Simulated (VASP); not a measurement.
Write the native input for VASP 6.6.1 that does the following.

```
Task                   : relaxation of cell and atoms
Functional             : PBE
Potentials or basis    : VASP PAW PBE potentials, release 64 (Ba_sv, Zr_sv, Ti_sv, O)
Cutoff                 : 600 eV
k mesh                 : 6 × 6 × 6
Occupations            : gaussian, width 0.03 eV
Spin                   : no spin polarisation
Further INCAR settings : ALGO = Normal; EDIFF = 1e-07; IBRION = 2; EDIFFG = -0.005; NSW = 90; ISIF = 3
```

The structure of Ba4ZrTi3O12 lies in POSCAR:

```
Ba4ZrTi3O12                             
1.0
   -4.0826593542      4.0826593542      4.0826593542
    4.0826593542     -4.0826593542      4.0826593542
    4.0826593542      4.0826593542     -4.0826593542
  Ba              Zr              Ti              O             
     4     1     3    12
Direct
     0.5000000000000000    0.5000000000000000    0.5000000000000000
     0.0000000000000000    0.0000000000000000    0.5000000000000000
     0.0000000000000000    0.5000000000000000    0.0000000000000000
     0.5000000000000000    0.0000000000000000    0.0000000000000000
     0.0000000000000000    0.0000000000000000    0.0000000000000000
     0.5000000000000000    0.5000000000000000    0.0000000000000000
     0.5000000000000000    0.0000000000000000    0.5000000000000000
     0.0000000000000000    0.5000000000000000    0.5000000000000000
     0.0000000000000000    0.2578716210188343    0.2578716210188343
     0.5000000000000000    0.7500000000000000    0.2500000000000000
     0.5000000000000000    0.2500000000000000    0.7500000000000000
     0.0000000000000000    0.7421283789811657    0.7421283789811657
     0.2578716210188343    0.0000000000000000    0.2578716210188343
     0.7500000000000000    0.5000000000000000    0.2500000000000000
     0.7421283789811657    0.0000000000000000    0.7421283789811657
     0.2500000000000000    0.5000000000000000    0.7500000000000000
     0.2578716210188343    0.2578716210188343    0.0000000000000000
     0.7421283789811657    0.7421283789811657    0.0000000000000000
     0.7500000000000000    0.2500000000000000    0.5000000000000000
     0.2500000000000000    0.7500000000000000    0.5000000000000000
```

The cell was built by a generator and needn't be a form met in nature.

These files were run (other wordings do the same):

INCAR

```
ALGO     = Normal         # electronic algorithm
EDIFF    = 1E-7           # SCF threshold, eV
EDIFFG   = -0.005         # ionic threshold
ENCUT    = 600            # plane-wave cutoff, eV
GGA      = PE             # functional
IBRION   = 2              # ionic algorithm
ISIF     = 3              # what is computed and relaxed
ISMEAR   = 0              # smearing method
KPAR     = 4            
LASPH    = T              # aspherical terms in the spheres
LCHARG   = F              # write CHGCAR
LREAL    = F              # projectors in reciprocal space
LWAVE    = F              # write WAVECAR
NELM     = 80             # most SCF steps
NSW      = 90             # ionic steps
PREC     = Accurate       # precision mode
SIGMA    = 0.03           # smearing width, eV
```

KPOINTS

```
k-points
0
Gamma
  6 6 6
```

Potentials or basis: VASP PAW PBE potentials, release 64 (Ba_sv, Zr_sv, Ti_sv, O).

Run with:

```bash
$ cat potpaw_PBE.64/Ba_sv/POTCAR potpaw_PBE.64/Zr_sv/POTCAR potpaw_PBE.64/Ti_sv/POTCAR potpaw_PBE.64/O/POTCAR > POTCAR
$ mpirun -np 4 vasp_std > vasp.out
```

It gave:

```
Relaxed volume                         : 13.61 Å³/atom
Relaxed cell                           : a = 7.071 Å, b = 7.071 Å, c = 7.071 Å, α = 109.47°, β = 109.47°, γ = 109.47°
Space group after relaxing (to 0.05 Å) : Im-3m (No. 229)
Energy gained by relaxing              : 0.0 meV/atom
Ionic steps                            : 3
Pressure after relaxing                : 0.0 GPa
Band gap on the k mesh                 : 1.93 eV, indirect (least direct gap 2.02 eV)
```

Caveat: spin-orbit coupling is left out, which moves the levels of the heavy elements.

It took 7.9 min on 4 MPI ranks on Intel(R) Xeon(R) 6975P-C (Granite Rapids) (shared host), peak memory 0.77 GiB a rank.
